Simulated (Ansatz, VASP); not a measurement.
# SnSe2: VASP beside Ansatz

Aim: how closely do two programs agree when they are given the same cell, functional and k mesh? The cell is generated by rule, not measured, and may not be a known phase. The cell is taken from a series of runs on this material, whose earlier steps may have relaxed, scaled, displaced or heated it; both programs get it as it stands.

Calculated with Ansatz 0.2.0; plane waves, with VASP 6.6.1 beside it; relaxation of cell and atoms at r2SCAN.

The structure was built from a prototype and need not be the compound's stable phase.

### 1. Set-up

The structure is orthorhombic, space group Pmn2_1 (No. 31). Conventional cell: a = 3.777 Å, b = 7.381 Å, c = 6.388 Å, α = 90.00°, β = 90.00°, γ = 90.00°. Nearest to Sn lie 5 Se at 2.58 to 2.76 Å. Nearest to Se lie 2 Sn at 2.58 Å. Nearest to Se lie 3 Sn at 2.61 to 2.76 Å. Farther neighbours and most contacts between anions are not listed.

### 2. VASP: relaxation of cell and atoms, r2SCAN

The relaxed volume is the usual yardstick between codes: in a stiff, nearly cubic crystal its relative difference is about their pressure difference at one cell divided by the bulk modulus.

Lines of VASP's logs that name or quote its potential files are left out, and so is its time.

The input, INCAR:

```
SYSTEM = SnSe2
PREC = Accurate
ENCUT = 550
EDIFF = 1E-07
NELM = 120
ISMEAR = 0
SIGMA = 0.01
LREAL = .FALSE.
ALGO = Normal
METAGGA = R2SCAN
LASPH = .TRUE.
NBANDS = 32
LORBIT = 11
LWAVE = .FALSE.
LCHARG = .FALSE.
ISIF = 3
IBRION = 2
NSW = 80
EDIFFG = -0.005
GGA_COMPAT = .FALSE.
NELMIN = 4
EFERMI = MIDGAP
LMIXTAU = .TRUE.
KPAR = 2
```

The input, POSCAR:

```
SnSe2
1.0
    3.7774670000      0.0000000000      0.0000000000
    0.0000000000      7.3805730000      0.0000000000
    0.0000000000      0.0000000000      6.3884580000
Sn Se
2 4
Direct
    0.9999999338      0.8205482149      0.9533826473
    0.4999999338      0.1794517851      0.4533826473
    0.9999999338      0.3796331260      0.3031080427
    0.9999999338      0.1336252619      0.7649276242
    0.4999999338      0.6203668740      0.8031080427
    0.4999999338      0.8663747381      0.2649276242
```

The input, KPOINTS:

```
Automatic mesh
0
Gamma
6 4 4
0 0 0
```

The projector-augmented-wave data sets are Sn_d and Se (PBE family, release 64).

On the command line:

```
> mpirun -np 2 vasp_std
```

Numbers of over 12 decimals in the logs are rounded to 6 here.

What it wrote:

```text
[banner, memory and clock lines left out]
running    2 mpi-ranks, on    1 nodes
 distrk:  each k-point on    1 cores,    2 groups
 distr:  one band on    1 cores,    1 groups

 POSCAR found type information on POSCAR SnSe
 POSCAR found :  2 types and       6 ions
|                                                                             |
|               ----> ADVICE to this user running VASP <----                  |
|                                                                             |
|     You enforced a specific xc type in the INCAR file but a different       |
|     [... a line on the potential file left out ...]
|     I HOPE YOU KNOW WHAT YOU ARE DOING!                                     |
|                                                                             |

 LDA part: xc-table for (None), standard interpolation
 POSCAR, INCAR and KPOINTS ok, starting setup
 FFT: planning ... GRIDC
 FFT: planning ... GRID_SOFT
 FFT: planning ... GRID
 WAVECAR not read
 entering main loop
       N       E                     dE             d eps       ncg     rms          rms(c)
DAV:   1     0.424286244961E+03    0.42429E+03   -0.24961E+04  2352   0.191E+03
DAV:   2    -0.406094819480E+02   -0.46490E+03   -0.45322E+03  2400   0.502E+02
DAV:   3    -0.114135896814E+03   -0.73526E+02   -0.71895E+02  2808   0.175E+02
DAV:   4    -0.117685417912E+03   -0.35495E+01   -0.35276E+01  2720   0.425E+01
DAV:   5    -0.117782785045E+03   -0.97367E-01   -0.97321E-01  3168   0.734E+00    0.820E+00
DAV:   6    -0.113023638472E+03    0.47591E+01   -0.34433E+00  3192   0.225E+01    0.562E+00
DAV:   7    -0.106875760035E+03    0.61479E+01   -0.17198E+00  2504   0.690E+00    0.191E+00
DAV:   8    -0.108356662376E+03   -0.14809E+01   -0.12879E+00  2536   0.713E+00    0.103E+00
DAV:   9    -0.108474178544E+03   -0.11752E+00   -0.15378E-01  2632   0.256E+00    0.562E-01
DAV:  10    -0.108479946041E+03   -0.57675E-02   -0.36490E-02  2600   0.143E+00    0.305E-01
DAV:  11    -0.108516021468E+03   -0.36075E-01   -0.79947E-02  2392   0.200E+00    0.133E-01
DAV:  12    -0.108520988758E+03   -0.49673E-02   -0.68792E-03  2712   0.567E-01    0.136E-01
DAV:  13    -0.108522095614E+03   -0.11069E-02   -0.34659E-04  2728   0.146E-01    0.108E-01
DAV:  14    -0.108526369927E+03   -0.42743E-02   -0.28467E-03  2408   0.445E-01    0.267E-02
DAV:  15    -0.108527274981E+03   -0.90505E-03   -0.16437E-03  2512   0.296E-01    0.510E-02
DAV:  16    -0.108527164436E+03    0.11054E-03   -0.84061E-05  2792   0.650E-02    0.519E-02
DAV:  17    -0.108527403266E+03   -0.23883E-03   -0.17186E-04  2480   0.108E-01    0.125E-02
DAV:  18    -0.108527449986E+03   -0.46720E-04   -0.45233E-05  2832   0.436E-02    0.834E-03
DAV:  19    -0.108527455421E+03   -0.54353E-05   -0.12455E-05  2376   0.320E-02    0.208E-03
DAV:  20    -0.108527460397E+03   -0.49759E-05   -0.37538E-06  2128   0.138E-02    0.217E-03
DAV:  21    -0.108527460523E+03   -0.12599E-06   -0.13802E-06  2448   0.892E-03    0.203E-03
DAV:  22    -0.108527460791E+03   -0.26751E-06   -0.38518E-07  2008   0.520E-03    0.619E-04
DAV:  23    -0.108527460916E+03   -0.12582E-06   -0.93820E-08  1432   0.234E-03    0.957E-04
DAV:  24    -0.108527460972E+03   -0.55910E-07   -0.12318E-07  1600   0.264E-03
   1 F= -.10852746E+03 E0= -.10852746E+03  d E =-.108527E+03
[...]
2 F= -.10852750E+03 E0= -.10852750E+03  d E =-.394159E-04
[...]
3 F= -.10852751E+03 E0= -.10852751E+03  d E =-.491815E-04
[...]
4 F= -.10852751E+03 E0= -.10852751E+03  d E =-.491404E-04
 curvature:  -0.36 expect dE=-0.762E-05 dE for cont linesearch -0.166E-09
 trial: gam= 0.14269 g(F)=  0.633E-05 g(S)=  0.150E-04 ort = 0.261E-06 (trialstep = 0.943E+00)
 search vector abs. value=  0.244E-04
 bond charge predicted
       N       E                     dE             d eps       ncg     rms          rms(c)
DAV:   1    -0.108527566628E+03   -0.56416E-04   -0.29251E-03  3488   0.391E-01    0.390E-02
DAV:   2    -0.108527532364E+03    0.34264E-04   -0.10988E-04  2944   0.117E-01    0.210E-02
DAV:   3    -0.108527519145E+03    0.13219E-04   -0.45281E-05  3048   0.710E-02    0.590E-03
DAV:   4    -0.108527521573E+03   -0.24286E-05   -0.11289E-05  2496   0.279E-02    0.365E-03
DAV:   5    -0.108527522576E+03   -0.10026E-05   -0.28099E-06  2624   0.133E-02    0.219E-03
DAV:   6    -0.108527523441E+03   -0.86497E-06   -0.10390E-06  2376   0.822E-03    0.703E-04
DAV:   7    -0.108527523590E+03   -0.14896E-06   -0.33900E-07  2152   0.470E-03    0.463E-04
DAV:   8    -0.108527523642E+03   -0.52053E-07   -0.10919E-07  1544   0.287E-03
   5 F= -.10852752E+03 E0= -.10852752E+03  d E =-.135291E-04
 trial-energy change:   -0.000014  1 .order   -0.000012   -0.000020   -0.000005
 step:   1.1333(harm=  1.2328)  dis= 0.00039  next Energy=  -108.527524 (dE=-0.140E-04)
 reached required accuracy - stopping structural energy minimisation
```

From OUTCAR (step 2):

```text
ion  position               nearest neighbor table
   1  1.000  0.821  0.953-   5 2.58   5 2.58   4 2.61   6 2.76   6 2.76
   2  0.500  0.179  0.453-   3 2.58   3 2.58   6 2.61   4 2.76   4 2.76
   3  1.000  0.380  0.303-   2 2.58   2 2.58
   4  1.000  0.134  0.765-   1 2.61   2 2.76   2 2.76
   5  0.500  0.620  0.803-   1 2.58   1 2.58
   6  0.500  0.866  0.265-   2 2.61   1 2.76   1 2.76

  LATTYP: Found a simple orthorhombic cell.
 ALAT       =     3.7774670000
 B/A-ratio  =     1.6912015380
 C/A-ratio  =     1.9538418205

 Subroutine GETGRP returns: Found  4 space group operations
 (whereof  2 operations were pure point group operations)

The static configuration has the point symmetry C_1h.
 The point group associated with its full space group is C_2v.

 Found     36 irreducible k-points:

   k-points           NKPTS =     36   k-points in BZ     NKDIM =     36   number of bands    NBANDS=     32

   dimension x,y,z NGX =    30 NGY =   56 NGZ =   50
   dimension x,y,z NGXF=    60 NGYF=  112 NGZF=  100

   ENCUT  =  550.0 eV  40.42 Ry    6.36 a.u.   7.22 14.11 12.22*2*pi/ulx,y,z

   NELECT =      52.0000    total number of electrons

 k-points in reciprocal lattice and weights: Automatic mesh
   0.00000000  0.00000000  0.00000000       0.010
   0.16666667  0.00000000  0.00000000       0.021
   0.33333333  0.00000000  0.00000000       0.021
   0.50000000  0.00000000  0.00000000       0.010
   0.00000000  0.25000000  0.00000000       0.021
   0.16666667  0.25000000  0.00000000       0.042
   0.33333333  0.25000000  0.00000000       0.042
   0.50000000  0.25000000  0.00000000       0.021
   0.00000000  0.50000000  0.00000000       0.010
[...]
0.33333333  0.50000000  0.50000000       0.021
   0.50000000  0.50000000  0.50000000       0.010

 average (electrostatic) potential at core
       1-109.8340       2-109.8340       3 -58.9070       4 -59.4207       5 -58.9070
       6 -59.4207

 E-fermi :   3.1014

 k-point     1 :       0.0000    0.0000    0.0000
  band No.  band energies     occupation
    ...
     22       1.6509      2.00000
     23       2.1506      2.00000
     24       2.2985      2.00000
     25       2.3982      2.00000
     26       2.6714      2.00000
     27       3.4024      0.00000
     28       4.7044      0.00000
     29       5.9913      0.00000
     30       6.6555      0.00000
     31       7.7272      0.00000
    ...

 k-point     2 :       0.1667    0.0000    0.0000
  band No.  band energies     occupation
    ...
     22       0.9736      2.00000
     23       1.3671      2.00000
     24       1.9175      2.00000
     25       2.2125      2.00000
     26       2.8003      2.00000
     27       4.2716      0.00000
     28       5.3372      0.00000
     29       6.5609      0.00000
     30       6.7142      0.00000
     31       7.6920      0.00000
    ...

 k-point     3 :       0.3333    0.0000    0.0000
  band No.  band energies     occupation
    ...
     22       0.5789      2.00000
     23       1.2719      2.00000
     24       1.8547      2.00000
     25       1.8771      2.00000
     26       2.6590      2.00000
     27       3.9385      0.00000
     28       4.8509      0.00000
     29       6.7190      0.00000
     30       6.9620      0.00000
     31       7.8962      0.00000
    ...

  Total       -0.0041840     -0.0042750     -0.0085782      0.0000000      0.0000000      0.0000000
  in kB       -0.0376152     -0.0384332     -0.0771204      0.0000000      0.0000000      0.0000000
  external PRESSURE =      -0.0510562 kB  Pullay stress =       0.0000000 kB

  energy-cutoff  :      550.00
  volume of cell :      178.21
      direct lattice vectors                 reciprocal lattice vectors
     3.780920951  0.000000000  0.000000000     0.264485826  0.000000000  0.000000000
     0.000000000  7.379605890  0.000000000     0.000000000  0.135508592  0.000000000
     0.000000000  0.000000000  6.387137571     0.000000000  0.000000000  0.156564657

 POSITION                                       TOTAL-FORCE (eV/Angst)
 -----------------------------------------------------------------------------------
      3.78092      6.05493      6.08918         0.000000     -0.003694     -0.000161
      1.89046      1.32467      2.89561         0.000000      0.003694     -0.000161
      3.78092      2.80176      1.93592         0.000000      0.004222     -0.001667
      3.78092      0.98622      4.88598         0.000000      0.001392      0.001828
      1.89046      4.57785      5.12949         0.000000     -0.004222     -0.001667
      1.89046      6.39338      1.69241         0.000000     -0.001392      0.001828
 -----------------------------------------------------------------------------------
    total drift:                                0.000273     -0.000152     -0.003333

  FREE ENERGIE OF THE ION-ELECTRON SYSTEM (eV)
  ---------------------------------------------------
  free  energy   TOTEN  =      -108.5275236418 eV

  energy  without entropy=     -108.5275236418  energy(sigma->0) =     -108.52752364

 reached required accuracy - stopping structural energy minimisation

 total charge
# of ion       s       p       d       tot
------------------------------------------
    1        1.055   1.055  10.082  12.192
    2        1.055   1.055  10.082  12.192
    3        1.479   2.348   0.025   3.852
    4        1.483   2.346   0.026   3.855
    5        1.479   2.348   0.025   3.852
    6        1.483   2.346   0.026   3.855
--------------------------------------------------
tot          8.035  11.499  20.265  39.799

[... 3 further parts left out ...]
```

CONTCAR:

```
SnSe2
   1.00000000000000
     3.7809209512405535    0.0000000000000000    0.0000000000000000
     0.0000000000000000    7.3796058895715921    0.0000000000000000
     0.0000000000000000    0.0000000000000000    6.3871375707135289
  Sn              Se
     2     4
Direct
     0.9999999337999981    0.8204957005522772    0.9533502686432772
     0.4999999337999981    0.1795042994477229    0.4533502686432772
     0.9999999337999981    0.3796626052790115    0.3030969722867490
     0.9999999337999981    0.1336418296860924    0.7649710732699793
     0.4999999337999981    0.6203373947209884    0.8030969722867488
     0.4999999337999981    0.8663581703139076    0.2649710732699792
```

The run keeps the 4 symmetry operations of its start, so it cannot find a distortion of lower symmetry.

(Part 1 of 2 ends here.)

[Lines on the potential files, build, host, timing and source positions are cut from VASP's logs without a mark.]

[Logs are printed without paths, hosts, clocks, repeated set-up lines and the standing remarks that a program may print on its own settings, such as how far it seeks lower states.]

[Hosts, paths, dates, database ids (printed as entryN), source tags and the programs' standing remarks are cut or masked in the printed files.]
